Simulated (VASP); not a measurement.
A convergence study with VASP on CoSi$_{2}$ (fluorite): one setting is varied, all else stays as given below, so the limit is that of these other settings. Each run relaxes cell and ions from the cell shown. The basis is that of the starting cell, so low cut-offs carry a Pulay error.

```
CoSi2
1.0
    0.00000     2.68000     2.68000
    2.68000     0.00000     2.68000
    2.68000     2.68000     0.00000
Co Si
1 2
Direct
  0.00000   0.00000   0.00000
  0.25000   0.25000   0.25000
  0.75000   0.75000   0.75000
```

All values below come from PBE GGA, VASP's PBE PAW potentials (set 64) (plane waves; VASP). The tightest run used: 700 eV cut-off, 8×8×8 Γ-centred mesh, first-order Methfessel-Paxton smearing of 0.10 eV, potentials Co Si.

Question: The settings run are ENCUT = 200; ENCUT = 250; ENCUT = 300; ENCUT = 350; ENCUT = 400; ENCUT = 450; ENCUT = 500; ENCUT = 550; ENCUT = 600; ENCUT = 650; ENCUT = 700. From which on does the relaxed volume stay within 0.05 Å³/atom of the tightest run?

Answer: From ENCUT = 300 on: it is off by 0.016 there and by no more than 0.05 in any finer run, while ENCUT = 250 is off by 0.209.
```csv
setting,relaxed volume (Å³/atom),E (eV/atom),plane waves,difference judged (Å³/atom)
ENCUT = 200,11.732,-6.3974,262,1.086
ENCUT = 250,12.609,-6.4123,360,0.209
ENCUT = 300,12.802,-6.4285,469,0.016
ENCUT = 350,12.802,-6.4311,588,0.015
ENCUT = 400,12.805,-6.4313,725,0.012
ENCUT = 450,12.814,-6.4312,869,0.003
ENCUT = 500,12.818,-6.4312,992,0.000
ENCUT = 550,12.817,-6.4312,1158,0.001
ENCUT = 600,12.816,-6.4312,1304,0.002
ENCUT = 650,12.817,-6.4312,1472,0.001
ENCUT = 700,12.818,-6.4312,1639,0.000
```

Left out are rungs that failed or repeat a setting and relaxations that didn't move; long series are thinned to 24 rows.

The compound is CoSi2 in the fluorite structure. The run is not spin-polarised, so no magnetic state was tried. The electron count is odd and the run is not spin-polarised, which forces a metal.
